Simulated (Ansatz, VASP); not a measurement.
# NaP3 in two plane-wave programs, part 2 of 2

Aim: how closely do two programs agree when they are given the same cell, functional and k mesh? The cell is generated by rule, not measured, and may not be a known phase. Of the first pair: The two relaxations start from unlike cells of this crystal (the structure described is Ansatz's start), so only their ends are compared.

VASP 6.6.1 and Ansatz 0.2.0.

So far: Set-up; Ansatz: relaxation of cell and atoms, PBEsol, pair 1; VASP: relaxation of cell and atoms, PBEsol, pair 1; Comparison.

### 5. Ansatz: relaxation of cell and atoms, PBEsol, pair 2

Level of this step: Ansatz beside VASP: Kohn-Sham DFT, plane waves, PBEsol (Ansatz).

The relaxed volume is the usual yardstick between codes: in a stiff, nearly cubic crystal its relative difference is about their pressure difference at one cell divided by the bulk modulus. Its start cell is another than that of the pair before, and may be another structure of the material.

The cell is taken from a series of runs on this material, whose earlier steps may have relaxed, scaled, displaced or heated it; both programs get it as it stands.

Contents of input.yaml:

```yaml
crystal:
  lattice:
    - [3.9677294831, 0.0, 0.0]
    - [0.0, 3.9677294831, 0.0]
    - [0.0, 0.0, 3.9677294831]
  atoms:
    - { symbol: Na, position: [0.0, 0.0, 0.0] }
    - { symbol: P, position: [0.0, 0.5, 0.5] }
    - { symbol: P, position: [0.5, 0.5, 0.0] }
    - { symbol: P, position: [0.5, 0.0, 0.5] }
kpoints:
  mp_grid: { grid: [10, 10, 10] }
hamiltonian:
  xc: pbesol
scf:
  occupations: { method: gaussian, width: 0.1 }
output:
  forces: true
  stress: true
  eigenvalues: true
relax:
  adjacent_minimum: "off"
  f_tol: 0.005
  max_steps: 80
  cell: { stress_tol: 0.05 }
```

Launch:

```bash
ansatz run input.yaml --threads 8 --pin off --max-ram 14336MiB --backend cpu --events-out ev --progress --plain --runs-dir out
```

Numbers of over 12 decimals in the logs are rounded to 6 here.

The program printed:

```text
[...]
Crystal: 4 atoms, lattice volume = 62.463 Å³
Basis set: ecut = 420 eV, 1213 PW (Γ), exchange–correlation on 54×54×54 points (8 copies of the dense FFT grid, shifted against one another)
Bands: 16, of which v1, the nominal top of the filled ones, is band 12 counted from 1 (11 counted from 0)
Symmetry: 48 space group operations
[...]
k-points: 56 of 1000
[...]
k-point 55: bands = [... 8 lower, 3.5756, 3.5756, 3.5756, 10.4820, 13.6255, 13.6255, 13.7707, 13.7707]
--- Relaxed structure (2 steps of the walk, 2 accepted, 1 SCFs on fresh bases) ---
[...]
cell:  # Å, volume = 62.0366 Å³
    - [3.958671, 0, 0]
    - [0, 3.958671, 0]
    - [0, 0, 3.958671]
  atoms:
    - { symbol: Na, position: [0, 0, 0] }
    - { symbol: P, position: [0, 0.5, 0.5] }
    - { symbol: P, position: [0.5, 0.5, 0] }
    - { symbol: P, position: [0.5, 0, 0.5] }
[key lines of the parts left out:]
SCF converged after 5 iterations
Free energy (F): -3694.686638 eV
Fermi energy:    9.087564 eV
P = ⅓ Tr σ = -0.0347 GPa (-0.347 kbar)
```

### 6. VASP: relaxation of cell and atoms, PBEsol, pair 2

The same cell, functional, mesh and smearing now go to VASP, with its own data sets.

Contents of INCAR:

```
SYSTEM = NaP3
PREC = Accurate
ENCUT = 500
EDIFF = 1E-07
NELM = 120
ISMEAR = 0
SIGMA = 0.1
LREAL = .FALSE.
ALGO = Normal
GGA = PS
NBANDS = 17
LORBIT = 11
LWAVE = .FALSE.
LCHARG = .FALSE.
ISIF = 3
IBRION = 2
NSW = 80
EDIFFG = -0.005
LASPH = .TRUE.
GGA_COMPAT = .FALSE.
NELMIN = 4
KPAR = 2
```

Contents of POSCAR:

```
NaP3
1.0
    3.9677290000      0.0000000000      0.0000000000
    0.0000000000      3.9677290000      0.0000000000
    0.0000000000      0.0000000000      3.9677290000
Na P
1 3
Direct
    0.0000000000      0.0000000000      0.0000000000
    0.0000000000      0.5000001260      0.5000001260
    0.5000001260      0.5000001260      0.0000000000
    0.5000001260      0.0000000000      0.5000001260
```

Contents of KPOINTS:

```
Automatic mesh
0
Gamma
10 10 10
0 0 0
```

PAW data sets: Na_pv and P (PBE family, release 64).

Launch:

```bash
mpirun -np 2 vasp_std
```

The program printed:

```text
[banner, memory and clock lines left out]
running    2 mpi-ranks, on    1 nodes
[...]
[... a notice as in an earlier step ...]

 LDA part: xc-table for (Slater+PW92), standard interpolation
 POSCAR, INCAR and KPOINTS ok, starting setup
[...]
entering main loop
       N       E                     dE             d eps       ncg     rms          rms(c)
DAV:   1     0.117107511455E+03    0.11711E+03   -0.10238E+04  1944   0.123E+03
DAV:   2    -0.822763923925E+01   -0.12534E+03   -0.12187E+03  2100   0.282E+02
DAV:   3    -0.172177707352E+02   -0.89901E+01   -0.88039E+01  2663   0.689E+01
DAV:   4    -0.174143914110E+02   -0.19662E+00   -0.19506E+00  2112   0.968E+00
[...]
DAV:  11    -0.173483294537E+02    0.43371E-06   -0.63462E-07  2342   0.106E-02    0.155E-03
DAV:  12    -0.173483293321E+02    0.12163E-06   -0.57757E-08  1160   0.254E-03    0.404E-04
DAV:  13    -0.173483292978E+02    0.34276E-07   -0.19881E-08  1095   0.195E-03
   1 F= -.17348329E+02 E0= -.17344572E+02  d E =-.173483E+02
[...]
N       E                     dE             d eps       ncg     rms          rms(c)
DAV:   1    -0.173502750035E+02   -0.19457E-02   -0.48870E-02  2415   0.275E+00    0.266E-01
DAV:   2    -0.173491439436E+02    0.11311E-02   -0.15765E-03  2443   0.528E-01    0.135E-01
DAV:   3    -0.173487047433E+02    0.43920E-03   -0.79657E-04  2443   0.328E-01    0.205E-02
DAV:   4    -0.173486950177E+02    0.97257E-05   -0.23878E-05  2397   0.666E-02    0.136E-02
DAV:   5    -0.173486931486E+02    0.18691E-05   -0.34144E-06  2160   0.253E-02    0.281E-03
DAV:   6    -0.173486932479E+02   -0.99358E-07   -0.29737E-07  1630   0.673E-03
   2 F= -.17348693E+02 E0= -.17344972E+02  d E =-.363950E-03
 trial-energy change:   -0.000364  1 .order   -0.000352   -0.000760    0.000057
 step:   0.9362(harm=  0.9307)  dis= 0.00000  next Energy=   -17.348695 (dE=-0.366E-03)
 reached required accuracy - stopping structural energy minimisation
```

From OUTCAR (step 6):

```text
  Total        0.0107874      0.0107874      0.0107874      0.0000000     -0.0000000     -0.0000000
  in kB        0.2781505      0.2781505      0.2781505      0.0000000     -0.0000000     -0.0000000
  external PRESSURE =       0.2781505 kB  Pullay stress =       0.0000000 kB

 POSITION                                       TOTAL-FORCE (eV/Angst)
 -----------------------------------------------------------------------------------
      0.00000      0.00000      0.00000        -0.000000     -0.000000      0.000000
     -0.00000      1.98040      1.98040         0.000000      0.000000      0.000000
      1.98040      1.98040      0.00000        -0.000000     -0.000000      0.000000
      1.98040     -0.00000      1.98040         0.000000      0.000000      0.000000
 -----------------------------------------------------------------------------------
    total drift:                               -0.000190     -0.000190     -0.000190

  FREE ENERGIE OF THE ION-ELECTRON SYSTEM (eV)
  ---------------------------------------------------
  free  energy   TOTEN  =       -17.3486932479 eV

  energy  without entropy=      -17.3412512975  energy(sigma->0) =      -17.34497227

[... 1 part as in an earlier step ...]

[... 3 further parts left out ...]
[key lines of the parts left out:]
E-fermi :   7.2665
```

### 7. Differences

What differs besides the data sets and the points named for the pairs above, as far as they apply: the data sets hold 24 valence electrons in Ansatz (on its default PAW (the set named soft_2) files) and 22 in VASP. Total energies have different zeros and are not compared.

Both answers:

```
                                         quantity  Ansatz   VASP  difference
                                      volume (Å³)   62.04  62.14     -0.16 %
edge a after relaxation, in the typed setting (Å)   3.959  3.961     -0.05 %
```

### 8. VASP: relaxation of cell and atoms, PBEsol, pair 3

The relaxed volume is the usual yardstick between codes: in a stiff, nearly cubic crystal its relative difference is about their pressure difference at one cell divided by the bulk modulus.

Edit INCAR of step 6 so:

```diff
@@ -5,4 +5,4 @@
 NELM = 120
-ISMEAR = 0
-SIGMA = 0.1
+ISMEAR = 1
+SIGMA = 0.2
 LREAL = .FALSE.
```

Contents of POSCAR:

```
NaP3
1.0
    3.9586710000      0.0000000000      0.0000000000
    0.0000000000      3.9586710000      0.0000000000
    0.0000000000      0.0000000000      3.9586710000
Na P
1 3
Direct
    0.0000000000      0.0000000000      0.0000000000
    0.0000000000      0.4999998737      0.4999998737
    0.4999998737      0.4999998737      0.0000000000
    0.4999998737      0.0000000000      0.4999998737
```

Contents of KPOINTS:

```
Automatic mesh
0
Gamma
12 12 12
0 0 0
```

Launch:

```bash
mpirun -np 2 vasp_std
```

The program printed:

```text
[... set-up lines as in an earlier step ...]
 entering main loop
       N       E                     dE             d eps       ncg     rms          rms(c)
DAV:   1     0.117649817081E+03    0.11765E+03   -0.10269E+04  2888   0.125E+03
DAV:   2    -0.885935435735E+01   -0.12651E+03   -0.12289E+03  3166   0.276E+02
DAV:   3    -0.172355537699E+02   -0.83762E+01   -0.81887E+01  3935   0.670E+01
DAV:   4    -0.174001939093E+02   -0.16464E+00   -0.16354E+00  3184   0.909E+00
[...]
DAV:  11    -0.173336989299E+02    0.38435E-06   -0.49682E-07  3447   0.890E-03    0.157E-03
DAV:  12    -0.173336987775E+02    0.15240E-06   -0.57945E-08  1726   0.244E-03    0.322E-04
DAV:  13    -0.173336987594E+02    0.18081E-07   -0.20390E-08  1653   0.212E-03
   1 F= -.17333699E+02 E0= -.17332365E+02  d E =-.173337E+02
[...]
N       E                     dE             d eps       ncg     rms          rms(c)
DAV:   1    -0.173338602481E+02   -0.16147E-03   -0.40802E-03  3638   0.799E-01    0.766E-02
DAV:   2    -0.173337662284E+02    0.94020E-04   -0.13073E-04  3663   0.152E-01    0.388E-02
DAV:   3    -0.173337293777E+02    0.36851E-04   -0.66412E-05  3679   0.951E-02    0.590E-03
DAV:   4    -0.173337281318E+02    0.12460E-05   -0.19790E-06  3621   0.192E-02    0.391E-03
DAV:   5    -0.173337274062E+02    0.72552E-06   -0.27864E-07  2285   0.732E-03    0.885E-04
DAV:   6    -0.173337273514E+02    0.54825E-07   -0.25260E-08  1534   0.205E-03
   2 F= -.17333727E+02 E0= -.17332384E+02  d E =-.285920E-04
 trial-energy change:   -0.000029  1 .order   -0.000029   -0.000063    0.000005
 step:   0.9195(harm=  0.9225)  dis= 0.00000  next Energy=   -17.333728 (dE=-0.288E-04)
 reached required accuracy - stopping structural energy minimisation
```

OUTCAR, selected parts (step 8):

```text
  Total       -0.0035173     -0.0035173     -0.0035173     -0.0000000     -0.0000000      0.0000000
  in kB       -0.0907020     -0.0907020     -0.0907020     -0.0000000     -0.0000000      0.0000000
  external PRESSURE =      -0.0907020 kB  Pullay stress =       0.0000000 kB

 POSITION                                       TOTAL-FORCE (eV/Angst)
 -----------------------------------------------------------------------------------
      0.00000      0.00000      0.00000         0.000000     -0.000000      0.000000
      0.00000      1.98033      1.98033         0.000000      0.000000      0.000000
      1.98033      1.98033     -0.00000         0.000000     -0.000000      0.000000
      1.98033      0.00000      1.98033         0.000000      0.000000      0.000000
 -----------------------------------------------------------------------------------
    total drift:                                0.000190      0.000190      0.000190

  FREE ENERGIE OF THE ION-ELECTRON SYSTEM (eV)
  ---------------------------------------------------
  free  energy   TOTEN  =       -17.3337273514 eV

  energy  without entropy=      -17.3296966634  energy(sigma->0) =      -17.33238379

[... 1 part as in an earlier step ...]

[... 3 further parts left out ...]
[key lines of the parts left out:]
E-fermi :   7.2150
```

### 9. Ansatz: relaxation of cell and atoms, PBEsol, pair 3

The same cell, functional, mesh and smearing now go to Ansatz, which takes its cutoff from its data sets.

The cell is taken from a series of runs on this material, whose earlier steps may have relaxed, scaled, displaced or heated it; both programs get it as it stands.

Contents of input.yaml:

```yaml
crystal:
  lattice:
    - [3.9586707549, 0.0, 0.0]
    - [0.0, 3.9586707549, 0.0]
    - [0.0, 0.0, 3.9586707549]
  atoms:
    - { symbol: Na, position: [0.0, 0.0, 0.0] }
    - { symbol: P, position: [0.0, 0.5, 0.5] }
    - { symbol: P, position: [0.5, 0.5, 0.0] }
    - { symbol: P, position: [0.5, 0.0, 0.5] }
kpoints:
  mp_grid: { grid: [12, 12, 12] }
hamiltonian:
  xc: pbesol
scf:
  occupations: { method: methfessel_paxton, width: 0.2 }
output:
  forces: true
  stress: true
  eigenvalues: true
relax:
  adjacent_minimum: "off"
  f_tol: 0.001
  max_steps: 60
  cell: { stress_tol: 0.01 }
```

Launch:

```bash
ansatz run input.yaml --threads 8 --pin off --max-ram 14336MiB --backend cpu --events-out ev --progress --plain --runs-dir out
```

The program printed:

```text
[...]
Crystal: 4 atoms, lattice volume = 62.037 Å³
Basis set: ecut = 420 eV, 1213 PW (Γ), exchange–correlation on 54×54×54 points (8 copies of the dense FFT grid, shifted against one another)
Bands: 16, of which v1, the nominal top of the filled ones, is band 12 counted from 1 (11 counted from 0)
Symmetry: 48 space group operations
[...]
k-points: 84 of 1728
[...]
--- Relaxed structure (2 steps of the walk, 2 accepted, 1 SCFs on fresh bases) ---
[...]
cell:  # Å, volume = 61.9817 Å³
    - [3.957502, 0, 0]
    - [0.0, 3.957502, 0.0]
    - [0, 0.0, 3.957502]
  atoms:
    - { symbol: Na, position: [0, 0, 0] }
    - { symbol: P, position: [0, 0.500000, 0.500000] }
    - { symbol: P, position: [0.500000, 0.500000, 0] }
    - { symbol: P, position: [0.500000, 0, 0.500000] }
[key lines of the parts left out:]
SCF converged after 6 iterations
Free energy (F): -3694.671874 eV
Fermi energy:    9.048231 eV
P = ⅓ Tr σ = -0.0080 GPa (-0.080 kbar)
```

### 10. Differences

What differs besides the data sets and the points named for the pairs above, as far as they apply: the data sets hold 24 valence electrons in Ansatz (on its default PAW (the set named soft_2) files) and 22 in VASP. Total energies have different zeros and are not compared.

The two programs side by side:

```
                                         quantity  Ansatz   VASP  difference
                                      volume (Å³)   61.98  62.13     -0.24 %
edge a after relaxation, in the typed setting (Å)   3.958  3.961     -0.08 %
```

### 11. What came out

```
difference in volume (relaxation of cell and atoms, PBEsol, pair 1) : -0.30 %
difference in volume (relaxation of cell and atoms, PBEsol, pair 2) : -0.16 %
difference in volume (relaxation of cell and atoms, PBEsol, pair 3) : -0.24 %
```

**Reading.** The difference in volume is -0.30 % (relaxation of cell and atoms, PBEsol, pair 1), within the 1.2 % picked in this series as the mark of a large difference, as far as the stopping tolerances let one tell. The data sets hold unlike numbers of valence electrons (24 in Ansatz and 22 in VASP), so part of the differences comes from the potentials. 2 further runs of this series are not shown here. Such differences can come from data sets, numerical settings and the points named under the comparisons, not from the functional's error against experiment.

[Lines on the potential files, build, host, timing and source positions are cut from VASP's logs without a mark.]

[Logs are printed without paths, hosts, clocks, repeated set-up lines and the standing remarks that a program may print on its own settings, such as how far it seeks lower states.]

[Hosts, paths, dates, database ids (printed as entryN), source tags and the programs' standing remarks are cut or masked in the printed files.]
